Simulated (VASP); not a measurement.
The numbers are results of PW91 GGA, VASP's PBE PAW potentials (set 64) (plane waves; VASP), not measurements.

Input for VASP

### INCAR
```
SYSTEM  =  MgO
PREC  =  Accurate; ENCUT  =  520; LREAL  =  .False.
LASPH  =  .True.
EDIFF  =  1E-7; NELM  =  100; ALGO  =  Normal
ISMEAR  =  0; SIGMA  =  0.05
GGA  =  91
ISIF  =  2
LWAVE  =  .False.; LCHARG  =  .False.
```

**POSCAR**
```
MgO
1
    0.0000000000     2.1422669699     2.1422669699
    2.1422669699     0.0000000000     2.1422669699
    2.1422669699     2.1422669699     0.0000000000
Mg O
1 1
Direct
  0.0000000000   0.0000000000   0.0000000000
  0.5000000000   0.5000000000   0.5000000000
```

**KPOINTS**
```
Automatic mesh
0
Gamma
11 11 11
0 0 0
```

POTCAR, in this order: Mg O (PBE.64 set). Program: vasp_std.

Output

File OSZICAR:
```
       N       E                     dE             d eps       ncg     rms          rms(c)
DAV:   1     0.942871116808E+01    0.94287E+01   -0.47859E+03  1088   0.878E+02
DAV:   2    -0.133488488897E+02   -0.22778E+02   -0.22131E+02  1096   0.132E+02
DAV:   3    -0.136555891287E+02   -0.30674E+00   -0.30674E+00  1200   0.169E+01
DAV:   4    -0.136559496328E+02   -0.36050E-03   -0.36050E-03  1248   0.548E-01
DAV:   5    -0.136559497866E+02   -0.15378E-06   -0.15378E-06  1176   0.926E-03    0.733E+00
DAV:   6    -0.120602441592E+02    0.15957E+01   -0.10991E+01   896   0.230E+01    0.238E+00
DAV:   7    -0.120397430005E+02    0.20501E-01   -0.67759E-02   952   0.292E+00    0.132E+00
DAV:   8    -0.120313669707E+02    0.83760E-02   -0.26343E-02   912   0.243E+00    0.171E-01
DAV:   9    -0.120312234781E+02    0.14349E-03   -0.41804E-04  1320   0.189E-01    0.814E-02
DAV:  10    -0.120313027462E+02   -0.79268E-04   -0.10992E-04   936   0.111E-01    0.464E-03
DAV:  11    -0.120313026407E+02    0.10548E-06   -0.20318E-06  1280   0.105E-02    0.282E-03
DAV:  12    -0.120313026099E+02    0.30849E-07   -0.27129E-07   936   0.507E-03
   1 F= -.12031303E+02 E0= -.12031303E+02  d E =-.114043E-12
```

### OUTCAR
```
------------------------ aborting loop because EDIFF is reached ----------------------------------------
  FORCE on cell =-STRESS in cart. coord.  units (eV):
  Direction    XX          YY          ZZ          XY          YZ          ZX
  --------------------------------------------------------------------------------------
  Total       -0.5232985     -0.5232985     -0.5232985      0.0000000      0.0000000     -0.0000000
  in kB      -42.6392216    -42.6392216    -42.6392216      0.0000000      0.0000000     -0.0000000
  external PRESSURE =     -42.6392216 kB  Pullay stress =       0.0000000 kB
  volume of cell :       19.66
      direct lattice vectors                 reciprocal lattice vectors
     0.000000000  2.142266970  2.142266970    -0.233397614  0.233397614  0.233397614
     2.142266970  0.000000000  2.142266970     0.233397614 -0.233397614  0.233397614
     2.142266970  2.142266970  0.000000000     0.233397614  0.233397614 -0.233397614
  FREE ENERGIE OF THE ION-ELECTRON SYSTEM (eV)
  ---------------------------------------------------
  free  energy   TOTEN  =       -12.0313026099 eV

  energy  without entropy=      -12.0313026099  energy(sigma->0) =      -12.03130261
```
(Selected blocks of OUTCAR.)

The compound is MgO in the rock salt structure. This cell is one point of a volume scan, at 1.03 of the reference volume.
